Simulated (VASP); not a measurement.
A convergence study with VASP on CaO (rock salt): one setting is varied, all else stays as given below, so the limit is that of these other settings.

```
CELL_PARAMETERS angstrom
      0.00000     2.40500     2.40500
      2.40500     0.00000     2.40500
      2.40500     2.40500     0.00000
ATOMIC_POSITIONS crystal
  Ca 0.00000 0.00000 0.00000
  O  0.50000 0.50000 0.50000
```

Level of theory: LDA (Ceperley-Alder, Perdew-Zunger), VASP's LDA PAW potentials (set 64) (plane waves; VASP). The tightest run used: 700 eV cut-off, 19×19×19 Γ-centred mesh, tetrahedra with Blöchl corrections, potentials Ca_sv O.

Gaps are read on the run's mesh, which can miss a band edge.

| setting | E (eV/atom) | pressure (GPa) | gap on the mesh (eV) | irreducible k-points |
|---|---|---|---|---|
| 3×3×3 mesh | -7.0810 | -6.34 | 3.922 | 4 |
| 4×4×4 mesh | -7.0953 | -6.55 | 3.455 | 8 |
| 5×5×5 mesh | -7.0973 | -6.58 | 3.646 | 10 |

Q: These are the cheaper rows. Estimate the results at 19×19×19 mesh, and how far the last row shown lies from them.

A: 
| quantity | tightest run | last row shown is off by |
|---|---|---|
| E (eV/atom) | -7.0977 | 0.0004 |
| pressure (GPa) | -6.59 | 0.01 |
| gap on the mesh (eV) | 3.476 | 0.170 |

Left out are rungs that failed or repeat a setting and relaxations that didn't move; long series are thinned to 24 rows.

The compound is CaO in the rock salt structure. The cell was not relaxed at this level.
